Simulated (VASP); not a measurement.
# BeZn2Te3 (P4/mmm) in VASP: notebook

The runs below take BeZn2Te3 through relaxation of cell and atoms, with PBE.

All numbers are computed with VASP 6.6.1; they aren't measurements. Logs are shortened: lines on timing, memory, paths and dates and some standing lists are left out, and cuts for length are marked.

### Step 1. The crystal as given

It takes space group P4/mmm (No. 123, tetragonal). Conventional cell: a = 5.002 Å, b = 5.002 Å, c = 5.549 Å, α = 90.00°, β = 90.00°, γ = 90.00°. Be (site symmetry 4/mmm) has 2 Te at 2.77 Å as nearest neighbours. Around Zn (site symmetry mmm) lie 2 Te at 2.50 Å. Around Te (site symmetry 4mm) lie 2 Te at 2.62 to 2.93 Å and 4 Zn at 2.90 Å. Te (site symmetry 4/mmm) has 4 Zn at 2.50 Å and 2 Be at 2.77 Å as nearest neighbours.

The cell was built by a generator and needn't be a form met in nature.

### Step 2. Relaxation of cell and atoms, PBE

Contents of INCAR:

```
SYSTEM = BeZn2Te3
PREC     = Normal         ! precision mode
ENCUT    = 520            ! plane-wave cutoff, eV
EDIFF    = 1E-4           ! SCF threshold, eV
ISMEAR   = 0              ! smearing method
SIGMA    = 0.15           ! smearing width, eV
LREAL    = .FALSE.        ! projectors in reciprocal space
LASPH    = .TRUE.         ! aspherical terms in the spheres
NELM     = 60             ! most SCF steps
ALGO     = Fast           ! electronic algorithm
ISIF     = 3              ! what is computed and relaxed
LWAVE    = .FALSE.        ! write WAVECAR
LCHARG   = .FALSE.        ! write CHGCAR
GGA      = PE             ! functional
IBRION   = 2              ! ionic algorithm
NSW      = 24             ! ionic steps
EDIFFG   = -0.08          ! ionic threshold
```

Contents of KPOINTS:

```
regular mesh
0
G
  3 3 3
  0 0 0
```

Contents of POSCAR:

```
BeZn2Te3
1.0
    5.0021574100      0.0000000000      0.0000000000
    0.0000000000      5.0021574100      0.0000000000
    0.0000000000      0.0000000000      5.5492209000
Be Zn Te
1 2 3
Direct
    0.5000000000      0.5000000000      0.0000000000
    0.0000000000      0.5000000000      0.5000000000
    0.5000000000      0.0000000000      0.5000000000
    0.0000000000      0.0000000000      0.2362299200
    0.0000000000      0.0000000000      0.7637700800
    0.5000000000      0.5000000000      0.5000000000
```

Potentials or basis: VASP PAW PBE potentials, release 64 (Be, Zn, Te).

Launch:

```sh
$ cat potpaw_PBE.64/Be/POTCAR potpaw_PBE.64/Zn/POTCAR potpaw_PBE.64/Te/POTCAR > POTCAR
$ mpirun -np 1 vasp_std > vasp.out
```

OUTCAR:

```text
SYSTEM = BeZn2Te3
   PREC = Normal
   ENCUT = 520
   EDIFF = 1E-4
   ISMEAR = 0
   LREAL = .FALSE.
   LASPH = .TRUE.
   NELM = 60
   ISIF = 3
   GGA = PE
   IBRION = 2
   NSW = 24
   EDIFFG = -0.08

 ion  position               nearest neighbor table
   1  0.500  0.500  0.000-   6 2.77   6 2.77
   2  0.000  0.500  0.500-   6 2.50   6 2.50   4 2.90   4 2.90   5 2.90   5 2.90
   3  0.500  0.000  0.500-   6 2.50   6 2.50   4 2.90   5 2.90   4 2.90   5 2.90
   4  0.000  0.000  0.236-   5 2.62   3 2.90   2 2.90   2 2.90   3 2.90   5 2.93
   5  0.000  0.000  0.764-   4 2.62   3 2.90   2 2.90   2 2.90   3 2.90   4 2.93
   6  0.500  0.500  0.500-   2 2.50   3 2.50   3 2.50   2 2.50   1 2.77   1 2.77

  LATTYP: Found a simple tetragonal cell.
 ALAT       =     5.0021574100
 C/A-ratio  =     1.1093655088

  Lattice vectors:

 A1 = (   5.0021574100,   0.0000000000,   0.0000000000)
 A2 = (   0.0000000000,   5.0021574100,   0.0000000000)
 A3 = (   0.0000000000,   0.0000000000,   5.5492209000)

Analysis of symmetry for initial positions (statically):
=====================================================================
 Subroutine PRICEL returns:
 Original cell was already a primitive cell.

 Routine SETGRP: Setting up the symmetry group for a
 simple tetragonal supercell.

 Subroutine GETGRP returns: Found 16 space group operations
 (whereof 16 operations were pure point group operations)
 out of a pool of 16 trial point group operations.

The static configuration has the point symmetry D_4h.

Analysis of symmetry for dynamics (positions and initial velocities):
=====================================================================
 Subroutine PRICEL returns:
 Original cell was already a primitive cell.

 Routine SETGRP: Setting up the symmetry group for a
 simple tetragonal supercell.

 Subroutine GETGRP returns: Found 16 space group operations
 (whereof 16 operations were pure point group operations)
 out of a pool of 16 trial point group operations.

The dynamic configuration has the point symmetry D_4h.

 Subroutine INISYM returns: Found 16 space group operations
 (whereof 16 operations are pure point group operations),
 and found     1 'primitive' translations

----------------------------------------------------------------------------------------

                                     Primitive cell

  volume of cell :     138.8503

  direct lattice vectors                    reciprocal lattice vectors
     5.002157410  0.000000000  0.000000000     0.199913741  0.000000000  0.000000000
     0.000000000  5.002157410  0.000000000     0.000000000  0.199913741  0.000000000
     0.000000000  0.000000000  5.549220900     0.000000000  0.000000000  0.180205477

  length of vectors
     5.002157410  5.002157410  5.549220900     0.199913741  0.199913741  0.180205477

  position of ions in fractional coordinates (direct lattice)
     0.500000000  0.500000000  0.000000000
     0.000000000  0.500000000  0.500000000
     0.500000000  0.000000000  0.500000000
     0.000000000  0.000000000  0.236229920
     0.000000000  0.000000000  0.763770080
     0.500000000  0.500000000  0.500000000

  ion indices of the primitive-cell ions
   primitive index   ion index
                 1           1
                 2           2
                 3           3
                 4           4
                 5           5
                 6           6

----------------------------------------------------------------------------------------

 KPOINTS: regular mesh

Automatic generation of k-mesh.
 Grid dimensions read from file:
 generate k-points for:    3    3    3

 Generating k-lattice:

  Cartesian coordinates                     Fractional coordinates (reciprocal lattice)
     0.066637914  0.000000000  0.000000000     0.333333333  0.000000000  0.000000000
     0.000000000  0.066637914  0.000000000     0.000000000  0.333333333  0.000000000
     0.000000000  0.000000000  0.060068492     0.000000000  0.000000000  0.333333333

  Length of vectors
     0.066637914  0.066637914  0.060068492

  Shift w.r.t. Gamma in fractional coordinates (k-lattice)
     0.000000000  0.000000000  0.000000000

 Subroutine IBZKPT returns following result:
 ===========================================

 Found      6 irreducible k-points:

 Following reciprocal coordinates:
            Coordinates               Weight
  0.000000  0.000000  0.000000      1.000000
  0.333333  0.000000  0.000000      4.000000
  0.333333  0.333333  0.000000      4.000000
  0.000000  0.000000  0.333333      2.000000
  0.333333  0.000000  0.333333      8.000000
  0.333333  0.333333  0.333333      8.000000
   k-points           NKPTS =      6   k-points in BZ     NKDIM =      6   number of bands    NBANDS=     26
   number of dos      NEDOS =    301   number of ions     NIONS =      6
   total plane-waves  NPLWV =  25088
   dimension x,y,z NGX =    28 NGY =   28 NGZ =   32
   dimension x,y,z NGXF=    56 NGYF=   56 NGZF=   64
   ions per type =               1   2   3
   NGX,Y,Z   is equivalent  to a cutoff of   9.31,  9.31,  9.59 a.u.
   NGXF,Y,Z  is equivalent  to a cutoff of  18.61, 18.61, 19.17 a.u.
 SYSTEM =  BeZn2Te3
   PREC   = normal    normal or accurate (medium, high low for compatibility)
   ISTART =      0    job   : 0-new  1-cont  2-samecut
   ICHARG =      2    charge: 1-file 2-atom 10-const
   ISPIN  =      1    spin polarized calculation?
   LNONCOLLINEAR =      F non collinear calculations
   LSORBIT =      F    spin-orbit coupling
   LASPH  =      T    aspherical Exc in radial PAW
   ENCUT  =  520.0 eV  38.22 Ry    6.18 a.u.   9.30  9.30 10.32*2*pi/ulx,y,z
   NELM   =     60;   NELMIN=  2; NELMDL= -5     # of ELM steps
   EDIFF  = 0.1E-03   stopping-criterion for ELM
   LREAL  =      F    real-space projection
   EDIFFG = -.8E-01   stopping-criterion for IOM
   NSW    =     24    number of steps for IOM
   IBRION =      2    ionic relax: 0-MD 1-quasi-New 2-CG
   NFREE  =      1    steps in history (QN), initial steepest desc. (CG)
   ISIF   =      3    stress and relaxation
   ISYM   =      2    0-nonsym 1-usesym 2-fastsym
   POTIM  = 0.5000    time-step for ionic-motion
   TEBEG  =    0.0;   TEEND  =   0.0 temperature during run
   PSTRESS=    0.0 pullay stress
   NELECT =      44.0000    total number of electrons
   NUPDOWN=      -1.0000    fix difference up-down
   EMIN   =  10.00;   EMAX   =-10.00  energy-range for DOS
   EFERMI =   0.00;   METHOD = LEGACY
   ISMEAR =     0;   SIGMA  =   0.15  broadening in eV -4-tet -1-fermi 0-gaus
   EFERMI_NEDOS =   21; number of points for ismear=-14 and -15
   IALGO  =     68    algorithm
   IMIX   =      4    mixing-type and parameters
     AMIX     =   0.40;   BMIX     =  1.00
     AMIX_MAG =   1.60;   BMIX_MAG =  1.00
  volume/ion in A,a.u.               =      23.14       156.17
  Fermi-wavevector in a.u.,A,eV,Ry     =   1.116118  2.109157 16.949044  1.245720
  Thomas-Fermi vector in A             =   2.252729
   LORBIT       =      0    0 simple, 1 ext, 2 COOP (PROOUT), +10 PAW based schemes
   GGA     = PE    functional components
   LHFCALC =     F    Hartree Fock is set to
   AEXX    =    0.0000 exact exchange contribution
   IVDW    =     0    specifies the selected vdW correction
   LEPSILON=     F    determine dielectric tensor
   LRPA    =     F    only Hartree local field effects (RPA)
 conjugate gradient relaxation of ions
 non-spin polarized calculation
 RMM-DIIS sequential band-by-band and
 Gauss-broadening in eV      SIGMA  =   0.15
  energy-cutoff  :      520.00
  volume of cell :      138.85
 maximum number of plane-waves:      3769
   NGX = 19   NGY = 19   NGZ = 21

--------------------------------------- Ionic step        1  -------------------------------------------

 number of electron      43.9999888 magnetization

 Free energy of the ion-electron system (eV)
  ---------------------------------------------------
  ext. energy  EPLUGINS =         0.00000000
  ---------------------------------------------------
  free energy    TOTEN  =       -11.33907191 eV

  energy without entropy =      -11.30422706  energy(sigma->0) =      -11.32164949

 E-fermi :   6.1665     XC(G=0):  -9.7251

 val. band max:        5.8710220791   @ k =   0.3333   0.0000   0.0000
 cond. band min:       6.2351166622   @ k =   0.3333   0.3333   0.3333
 fundamental gap:      0.3640945831
 Fermi energy:         6.1664749786

 k-point     1 :       0.0000    0.0000    0.0000
  band No.  band energies     occupation
      1      -8.3275      2.00000
      2      -6.5320      2.00000
      3      -3.7381      2.00000
      4      -2.2379      2.00000
      5      -1.8781      2.00000
      6      -1.7564      2.00000
[... 18 lines left out ...]
     25       7.7440      0.00000
     26       7.7442      0.00000
[... 445 lines left out ...]
 POSITION                                       TOTAL-FORCE (eV/Angst)
 -----------------------------------------------------------------------------------
      2.77201      2.77201      0.00000        -0.000000      0.000000      0.000000
     -0.00000      2.77201      2.82086        -0.000000      0.000000      0.000000
      2.77201      5.54402      2.82086        -0.000000      0.000000      0.000000
     -0.00000     -0.00000      1.38306        -0.000000     -0.000000      0.444135
     -0.00000     -0.00000      4.25865         0.000000      0.000000     -0.444135
      2.77201      2.77201      2.82086        -0.000000      0.000000      0.000000
 -----------------------------------------------------------------------------------
    total drift:                                0.000000      0.000000      0.000000

  FREE ENERGIE OF THE ION-ELECTRON SYSTEM (eV)
  ---------------------------------------------------
  free  energy   TOTEN  =       -12.5914226924 eV

  energy  without entropy=      -12.5637334951  energy(sigma->0) =      -12.57757809

--------------------------------------- Ionic step        9  -------------------------------------------

 number of electron      43.9999766 magnetization

 Free energy of the ion-electron system (eV)
  ---------------------------------------------------
  ext. energy  EPLUGINS =         0.00000000
  ---------------------------------------------------
  free energy    TOTEN  =       -12.60215312 eV

  energy without entropy =      -12.57658139  energy(sigma->0) =      -12.58936726

 E-fermi :   3.8726     XC(G=0):  -8.7437

 val. band max:        3.7244006214   @ k =   0.3333   0.0000   0.0000
 cond. band min:       4.0395223467   @ k =   0.3333   0.0000   0.3333
 fundamental gap:      0.3151217253
 Fermi energy:         3.8725689273

 k-point     1 :       0.0000    0.0000    0.0000
  band No.  band energies     occupation
      1      -9.1751      2.00000
      2      -7.9960      2.00000
      3      -5.1931      2.00000
      4      -3.2788      2.00000
      5      -3.1700      2.00000
      6      -3.1400      2.00000
[... 18 lines left out ...]
     25       5.7500      0.00000
     26       5.7500      0.00000
[... 165 lines left out ...]
 POSITION                                       TOTAL-FORCE (eV/Angst)
 -----------------------------------------------------------------------------------
      2.77661      2.77661      0.00000         0.000000     -0.000000      0.000000
      5.55322      2.77661      2.81429         0.000000     -0.000000      0.000000
      2.77661     -0.00000      2.81429         0.000000     -0.000000      0.000000
     -0.00000     -0.00000      1.40723         0.000000      0.000000     -0.008151
      5.55322      5.55322      4.22135        -0.000000     -0.000000      0.008151
      2.77661      2.77661      2.81429         0.000000     -0.000000      0.000000
 -----------------------------------------------------------------------------------
    total drift:                                0.000000      0.000000      0.000000

  FREE ENERGIE OF THE ION-ELECTRON SYSTEM (eV)
  ---------------------------------------------------
  free  energy   TOTEN  =       -12.6021531208 eV

  energy  without entropy=      -12.5765813925  energy(sigma->0) =      -12.58936726

 reached required accuracy - stopping structural energy minimisation
```

It took 51 s on 1 thread of AMD EPYC 9R45 (Zen 5), shared host; peak memory 0.15 GiB.

What came out:

* Free energy: -12.6022 eV
* Relaxed volume: 28.93 Å³/atom
* Relaxed cell: a = 5.553 Å, b = 5.553 Å, c = 5.629 Å, α = 90.00°, β = 90.00°, γ = 90.00°
* Space group after relaxing (to 0.05 Å): P4/mmm (No. 123)
* Energy gained by relaxing: 210.5 meV/atom
* Ionic steps: 9
* Pressure after relaxing: 0.0 GPa
* Largest force after relaxing: 0.008 eV/Å
* Band gap on the k mesh: none (metal or under the smearing width)

Forces in eV/Å, atoms in the order of the input:
```
Be   0.000  0.000  0.000
Zn   0.000  0.000  0.000
Zn   0.000  0.000  0.000
Te   0.000  0.000 -0.008
Te   0.000  0.000  0.008
Te   0.000  0.000  0.000
```

Stress tensor (GPa, compression positive):
```
-0.19  0.00  0.00
 0.00 -0.19  0.00
 0.00  0.00  0.39
```

The path:
```csv
step,energy change (eV),largest force (eV/Å),pressure (GPa),volume (Å³)
1,0.0000,0.6524,12.32,138.85
2,-1.1345,0.1989,-0.84,177.74
3,-1.1480,0.2180,-0.75,174.20
4,-1.1487,0.2280,-0.23,172.63
5,-1.1488,0.2242,-0.34,173.36
6,-1.2272,0.3787,-0.52,173.44
7,-1.2522,0.4428,-0.23,173.41
8,-1.2524,0.4441,0.03,173.40
9,-1.2631,0.0082,0.00,173.58
```

Final structure:
```yaml
crystal:
  lattice:
    - [5.55322, 0.00000, 0.00000]
    - [0.00000, 5.55322, 0.00000]
    - [0.00000, 0.00000, 5.62859]
  atoms:
    - { symbol: Be, position: [0.50000, 0.50000, 0.00000] }
    - { symbol: Zn, position: [0.00000, 0.50000, 0.50000] }
    - { symbol: Zn, position: [0.50000, 0.00000, 0.50000] }
    - { symbol: Te, position: [0.00000, 0.00000, 0.25002] }
    - { symbol: Te, position: [0.00000, 0.00000, 0.74998] }
    - { symbol: Te, position: [0.50000, 0.50000, 0.50000] }
```

Levels at points of the mesh, in eV from the Fermi level:
```
           k point  band 20  band 21  band 22  band 23  band 24  band 25
(0.00, 0.00, 0.00)    -2.34    -1.93    -0.80    -0.21    -0.21     1.88
```

Caveat: the k mesh is coarse (spacing up to 0.42 Å⁻¹), so the values aren't converged; the volume moved by over 15 % at a fixed basis, so the end points are rough; the relaxation stopped at a loose force limit of 0.08 eV/Å, so its end isn't a converged minimum. Spin-orbit coupling is left out, which matters for the levels of Te.

### Step 3. Relaxation of cell and atoms, PBE

This run uses another cell than the first one, of 26.35 Å³/atom, 1.139 times its volume.

INCAR is that of step 2.

KPOINTS is that of step 2.

Contents of POSCAR:

```
BeZn2Te3
1.0
    3.7735816500      2.1786783800      3.2053288900
   -3.7735816500      2.1786783800      3.2053288900
    0.0000000000     -4.3573567600      3.2053288900
Be Zn Te
1 2 3
Direct
    0.5000000000      0.5000000000      0.5000000000
    0.6991458000      0.6991458000      0.6991458000
    0.3008542000      0.3008542000      0.3008542000
    0.0000000000      0.0000000000      0.5000000000
    0.5000000000      0.0000000000      0.0000000000
    0.0000000000      0.5000000000      0.0000000000
```

Potentials or basis: VASP PAW PBE potentials, release 64 (Be, Zn, Te).

Launch:

```sh
$ cat potpaw_PBE.64/Be/POTCAR potpaw_PBE.64/Zn/POTCAR potpaw_PBE.64/Te/POTCAR > POTCAR
$ mpirun -np 1 vasp_std > vasp.out
```

Run time: 1.7 min. Hardware: 1 thread of AMD EPYC 9R45 (Zen 5), shared host; peak memory 0.16 GiB.

The run converged. Its results:

| Quantity | Value |
| --- | --- |
| Free energy | -12.9050 eV |
| Relaxed volume | 26.95 Å³/atom |
| Relaxed cell | a = 5.788 Å, b = 5.788 Å, c = 5.788 Å, α = 68.49°, β = 68.49°, γ = 68.49° |
| Space group after relaxing (to 0.05 Å) | R-3m (No. 166) |
| Energy gained by relaxing | 339.7 meV/atom |
| Ionic steps | 16 |
| Pressure after relaxing | -0.1 GPa |
| Largest force after relaxing | 0.037 eV/Å |
| Band gap on the k mesh | none (metal or under the smearing width) |

Forces in eV/Å, atoms in the order of the input:
```
Be   0.000  0.000  0.000
Zn   0.000  0.000  0.037
Zn   0.000  0.000 -0.037
Te   0.000  0.000  0.000
Te   0.000  0.000  0.000
Te   0.000  0.000  0.000
```

Step by step:
| step | energy change (eV) | largest force (eV/Å) | pressure (GPa) | volume (Å³) |
| --- | --- | --- | --- | --- |
| 1 | 0.0000 | 1.7946 | 7.59 | 158.11 |
| 2 | -0.8571 | 0.3533 | -0.53 | 188.09 |
| 3 | -0.8628 | 0.2381 | -0.17 | 184.94 |
| 4 | -0.8622 | 0.2210 | -0.06 | 184.38 |
| 5 | -0.8769 | 0.2358 | -0.16 | 183.95 |
| 6 | -0.9264 | 0.2708 | -0.30 | 182.56 |
| 7 | -1.0623 | 0.3744 | -0.02 | 179.45 |
| 8 | -1.5209 | 0.5178 | -0.52 | 172.05 |
| 9 | -1.8571 | 0.1063 | 3.05 | 153.16 |
| 10 | -1.9685 | 0.3873 | -0.03 | 163.18 |
| 11 | -2.0218 | 0.2882 | 0.04 | 159.65 |
| 12 | -2.0206 | 0.2630 | 0.60 | 158.92 |
| 13 | -2.0130 | 0.2206 | -0.25 | 164.52 |
| 14 | -2.0338 | 0.0568 | 0.11 | 161.28 |
| 15 | -2.0355 | 0.1144 | -0.24 | 162.03 |
| 16 | -2.0381 | 0.0372 | -0.05 | 161.72 |

Final structure:
```cif
data_structure
_symmetry_space_group_name_H-M 'P 1'
_symmetry_Int_Tables_number 1
_cell_length_a 5.7883
_cell_length_b 5.7883
_cell_length_c 5.7883
_cell_angle_alpha 68.492
_cell_angle_beta 68.492
_cell_angle_gamma 68.492
_cell_volume 161.72
loop_
_atom_site_label
_atom_site_type_symbol
_atom_site_fract_x
_atom_site_fract_y
_atom_site_fract_z
_atom_site_occupancy
Be1 Be 0.50000 0.50000 0.50000 1
Zn1 Zn 0.66668 0.66668 0.66668 1
Zn2 Zn 0.33332 0.33332 0.33332 1
Te1 Te 0.00000 0.00000 0.50000 1
Te2 Te 0.50000 0.00000 0.00000 1
Te3 Te 0.00000 0.50000 0.00000 1
```

Levels at points of the mesh, in eV from the Fermi level:
```
           k point  band 20  band 21  band 22  band 23  band 24  band 25
(0.00, 0.00, 0.00)    -1.24    -1.19     0.13     1.68     1.88     2.06
```

Caveat: the k mesh is coarse (spacing up to 0.39 Å⁻¹), so the values aren't converged; the relaxation stopped at a loose force limit of 0.08 eV/Å, so its end isn't a converged minimum.
